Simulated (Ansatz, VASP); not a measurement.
# BeH2 in two plane-wave programs

Wanted: the spread between two codes on one cell, functional and k mesh. The cell is generated by rule, not measured, and may not be a known phase. The cell is taken from a series of VASP runs on this material, whose earlier steps may have relaxed, scaled or displaced it; both programs get it as it stands.

Method: plane waves, with VASP 6.6.1 beside it; zone-centre phonons at PBEsol, in Ansatz 0.2.0.

The structure was built from a prototype and need not be the compound's stable phase.

## (1) Set-up

It takes space group P-3m1 (No. 164, trigonal). Conventional cell: a = 2.616 Å, b = 2.616 Å, c = 5.036 Å, α = 90.00°, β = 90.00°, γ = 120.00°. Nearest to Be lie 6 H at 1.71 Å. H has 3 Be at 1.71 Å nearest. Farther neighbours are not listed.

## (2) Ansatz: zone-centre phonons, PBEsol

Ansatz runs on its default PAW (the set named soft_2) files.

Second derivatives magnify differences that forces hide, and they need a tight electronic threshold.

input.yaml

```yaml
crystal:
  lattice:
    - [2.616298953, 0.0, 0.0]
    - [-1.308149476, 2.265781357, 0.0]
    - [0.0, 0.0, 5.0362]
  atoms:
    - { symbol: Be, position: [0.0, 0.0, 0.0] }
    - { symbol: H, position: [0.333333333, 0.666666667, 0.1596339806] }
    - { symbol: H, position: [0.666666667, 0.333333333, 0.8403660194] }
hamiltonian:
  xc: pbesol
  pseudopotentials: { kind: paw }
kpoints:
  mp_grid: { grid: [18, 18, 8] }
scf:
  occupations: { method: fixed }
phonons:
  method: dfpt
  qpoints: [[0, 0, 0]]
  dielectric: true
  rigid_motions: translations
```

Launch:

```bash
$ ansatz run input.yaml --threads 4 --pin off --max-ram 9216MiB --backend cpu --events-out ev --progress --plain --runs-dir out
```

Numbers of over 12 decimals in the logs are rounded to 6 here.

The program printed:

```text
Engine: ansatz 0.2.0, x86_64-unknown-linux-gnu
Pseudopotentials: kind: paw
Pseudopotential: Be, paw, valence charge 2, recommended cutoff 420 eV (normal), Be.paw.azcp
Pseudopotential: H, paw, valence charge 1, recommended cutoff 420 eV (normal), H.paw.azcp
Functional definition: PBEsol
  exchange = pbesol_x
  correlation = pbesol_c
Crystal: 3 atoms, lattice volume = 29.854 Å³
Basis set: ecut = 420 eV, 623 PW (Γ), exchange–correlation on 36×36×72 points (8 copies of the dense FFT grid, shifted against one another)
Bands: 6, of which v1, the nominal top of the filled ones, is band 2 counted from 1 (1 counted from 0)
Symmetry: 12 space group operations
k-points: 695 of 2592 (irreducible under 2 space group operations, time reversal used)
Non-local potential: Be, projectors of the file, l = 0: 2, l = 1: 2, l = 2: 1
Non-local potential: H, projectors of the file, l = 0: 2, l = 1: 1
PAW form: soft (Blöchl's): semilocal exchange-correlation on the pseudo side does not see the compensation charge
PAW frozen core: Be, regenerated for the run's functional, and the local potential with it (the file was generated under x = pbe(κ = 0.804, μ = 0.219515), c = pbe(β = 0.066725))
PAW one-centre angular grid: Be, 110 points (default); XC on 64 Gauss nodes
PAW one-centre angular grid: H, 110 points (default); XC on 64 Gauss nodes
Initial density: superposition of atomic densities (neutral atoms: chi_scale 0, normalization atom), corrected by the library's trained network
Initial wavefunctions: pseudopotential atomic-orbital guess
Functional: x = pbesol(κ = 0.804, μ = 0.123457), c = pbesol(β = 0.046)
SCF iter   1: F=—  HF=-121.170799 eV  |F-HF|=—  |Δ(HF+E_count)|=         —  Δρ=5.57e-3  dr2=6.35e-3  ethr=1.77e-3  ⟨swp⟩=5.2  Hψ=34855  notcnv=0  defer=1293
preconditioner: auto → none  [insulator: Δε(μ)=3.963 eV  Ē_g=11.770 eV  n_scr=2 (ndim 8)  ℏωp=13.6 eV  f_vac=0.112  ε∞_Penn≈2.3]
SCF iter   2: F=—  HF=-121.169662 eV  |F-HF|=—  |Δ(HF+E_count)|=   1.14e-3  Δρ=2.09e-3  dr2=9.01e-4  ethr=1.59e-4  ⟨swp⟩=2.0  Hψ=10762  notcnv=0  defer=1325
SCF iter   3: F=—  HF=-121.169671 eV  |F-HF|=—  |Δ(HF+E_count)|=   9.11e-6  Δρ=1.56e-4  dr2=5.39e-6  ethr=2.25e-5  ⟨swp⟩=2.9  Hψ=6916  notcnv=0  defer=1354
SCF iter   4: F=—  HF=-121.169681 eV  |F-HF|=—  |Δ(HF+E_count)|=   9.76e-6  Δρ=4.85e-5  dr2=6.33e-7  ethr=1.35e-7  ⟨swp⟩=2.1  Hψ=6031  notcnv=0  defer=755
SCF iter   5: F=—  HF=-121.169681 eV  |F-HF|=—  |Δ(HF+E_count)|=   2.71e-7  Δρ=5.53e-6  dr2=2.77e-8  ethr=1.58e-8  ⟨swp⟩=2.1  Hψ=5526  notcnv=0  defer=36
SCF iter   6: F=—  HF=-121.169681 eV  |F-HF|=—  |Δ(HF+E_count)|=   9.64e-9  Δρ=6.51e-7  dr2=3.93e-10  ethr=6.94e-10  ⟨swp⟩=1.9  Hψ=5365  notcnv=0  defer=36
SCF iter   7: F=-121.169681 eV  HF=-121.169681 eV  |F-HF|=2.76e-12  |Δ(HF+E_count)|=  3.13e-10  Δρ=3.72e-8  dr2=1.17e-12  ethr=2.50e-12  ⟨swp⟩=7.5  Hψ=22710  notcnv=0
SCF 1 converged in 7 iterations: F = -121.169681 eV  dr2 = 1.17e-12
  greatest PAW one-centre occupation: 0.330 electrons in one spin orbital (limit 2), on the H atom at site 2 (counted from 0), in its partial waves of l = 0
DFPT response loops at Γ: preconditioner auto → none (the input reference at scf.mixing.eps_inf says where Resta's filter doesn't serve); β = 0.50; Broyden in place of MSR1
SCF converged after 7 iterations
Free energy (F): -121.169681 eV
Harris-Foulkes:  -121.169681 eV  (|F-HF|=2.76e-12)
Internal energy: -121.169681 eV  (E = F + TS)
E sigma→0 (E₀):  -121.169681 eV
Fermi energy:    -1.621006 eV
--- Per-component energies (eV) ---
  E_band       = -18.380474
  E_kinetic    = 43.290578
  E_local      = -68.480082  (includes V_loc(G=0)·N_el)
  E_nonlocal   = 6.429901
  E_hartree    = 22.033061
  E_xc         = -35.448443
  E_vxc        = -41.468306  (∫ρ·V_xc dr)
  E_paw        = -57.818770  (= ΣΔE_a)
  E_vpaw       = -2.216463  (= ΣTr[D̂ρ^β])
  E_aug_tail   = -0.002230  (compensation charges beyond the density's cutoff)
  E_ewald      = -31.183227
  E_core_change = 0.009531  (= ΣΔE_core)
  E_smearing   = -0.000000  (= −TS)
  E_closure    = 0.000000  (closes the sum)
  Σ components = -121.169681   (vs F -121.169681, Δ=0.00e0)
--- Band table (eV; the first three rows and the last of 695) ---
  k-point 0: bands = ["-9.4817", "-4.1882", "3.6178", "12.2516", "12.2516", "13.9721"]
  k-point 1: bands = ["-9.4659", "-4.2728", "3.9071", "12.2532", "12.2532", "13.4888"]
  k-point 2: bands = ["-9.4270", "-4.4679", "4.7110", "11.6942", "12.2568", "12.2568"]
  k-point 694: bands = ["-5.5920", "-1.7314", "3.3693", "4.5502", "8.2027", "8.8798"]
--- Phonons (Γ-DFPT): 4 representative perturbations + reference, on 695 of 2592 k-points (Σ response iterations 14) ---
  k mesh reduced under 2 symmetry operations, with k and −k counted as one. Each operation leaves every solved perturbation unchanged. A smaller set is not considered because the run solves the response to a homogeneous field
  ASR residual: 4.361e-5 → 0.000e0 eV/Å²; symmetrization residual: 3.728e-6 eV/Å²
  ASR residual per site (eV/Å²): 4.36e-5 1.40e-5 1.40e-5
  Γ frequencies (cm⁻¹): 0.00 0.00 0.00 394.91 394.91 1084.13 1150.14 1150.14 1160.08
  ε∞ (high-frequency dielectric tensor):
        5.088186     0.000000    -0.000000
        0.000000     5.088186     0.000000
       -0.000000     0.000000     2.233754
  ε⁰ (static dielectric tensor: ions relaxed, cell fixed):
       41.878680     0.000000     0.000000
        0.000000    41.878680    -0.000000
        0.000000    -0.000000     2.421086
  ε⁰ − ε∞ (ionic part):
       36.790494     0.000000     0.000000
        0.000000    36.790494    -0.000000
        0.000000    -0.000000     0.187332
  softest optical mode at Γ: 394.91 cm⁻¹; the repairs (sum rule, projections) moved no ω² at Γ by more than (3.58 cm⁻¹)²
  Born effective charges Z* (e; rows j = field, columns β = displacement):
    site 0:
         2.39479    0.00000   -0.00000
        -0.00000    2.39479   -0.00000
        -0.00000    0.00000    0.46913
    site 1:
        -1.19740   -0.00000    0.00000
         0.00000   -1.19740    0.00000
         0.00000   -0.00000   -0.23456
    site 2:
        -1.19740   -0.00000    0.00000
         0.00000   -1.19740    0.00000
        -0.00000   -0.00000   -0.23456
  Z* charge neutrality: 6.503e-5 e pre-enforcement
  k-mesh period / interband length: 47.1 Å / 1.79 Å = 26.32 at k = (0.1111, 0.3333, -0.3750), direct gap 4.381 eV — 14 or more, which is no proof of convergence
  optical modes at Γ without the LO–TO term, one row a degenerate level:
      ω (cm⁻¹)  modes    IR ((D/Å)²/amu)
        394.91      2           160.6244
       1084.13      1             3.0820
       1150.14      2             0.0000
       1160.08      1             0.0000
  optical modes at Γ + LO–TO along q̂ = [1.0000, 0.0000, 0.0000]:
      ω (cm⁻¹)  modes    IR ((D/Å)²/amu)
        394.91      1            80.3122
       1084.13      1             3.0820
[...]
optical modes at Γ + LO–TO along q̂ = [0.0000, 1.0000, 0.0000]:
      ω (cm⁻¹)  modes    IR ((D/Å)²/amu)
[...]
1084.13      1             3.0820
       1132.96      1            80.3122
       1150.14      2             0.0000
       1160.08      1             0.0000
  optical modes at Γ + LO–TO along q̂ = [0.0000, 0.0000, 1.0000]:
      ω (cm⁻¹)  modes    IR ((D/Å)²/amu)
        394.91      2           160.6244
       1128.68      1             3.0820
       1150.14      2             0.0000
       1160.08      1             0.0000
--- Phonons (arbitrary-q DFPT): 1 explicit q-point ---
  q = [0, 0, 0] (of the zone-centre solve; hermiticity 5.24e-7, symmetrization 3.02e-7): -0.00 -0.00 0.00 394.91 394.91 1084.13 1150.14 1150.14 1160.08
  sum rule: each row above includes the acoustic sum rule's correction from the zone centre's row sums; it moved no ω² by more than (1.94 cm⁻¹)²
```

Run time: 7.9 s. Hardware: 4 threads of Intel Xeon 6975P-C (Granite Rapids), shared host; peak memory 0.71 GiB; 27 s of CPU time.

The column dr2 measures how far the density is from self-consistency, as an energy; F and HF (Harris–Foulkes) agree once it is small.

[end of part 1 of 3]

[Lines on the potential files, build, host, timing and source positions are cut from VASP's logs without a mark.]

[Logs are printed without paths, hosts, clocks, repeated set-up lines and the standing remarks that a program may print on its own settings, such as how far it seeks lower states.]

[Hosts, paths, dates, database ids (printed as entryN), source tags and the programs' standing remarks are cut or masked in the printed files.]
